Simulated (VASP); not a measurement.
Given:

```
W
1.0
   -1.58377     1.58377     1.58377
    1.58377    -1.58377     1.58377
    1.58377     1.58377    -1.58377
W
1
Direct
  0.00000   0.00000   0.00000
```

Calculation: RPBE GGA, VASP's PBE PAW potentials (set 64) (plane waves; VASP). Settings: 520 eV cut-off, 16×16×16 Γ-centred mesh, first-order Methfessel-Paxton smearing of 0.10 eV, potentials W_sv.

### Question
Give the stress tensor in GPa (positive for a compressed cell).

### Answer

```
8.76  0.00  0.00
0.00  8.76  0.00
0.00  0.00  8.76
```
The pressure is its mean diagonal, 8.76 GPa.

The compound is W in the bcc structure. This cell is one point of a volume scan, at 0.97 of the reference volume.
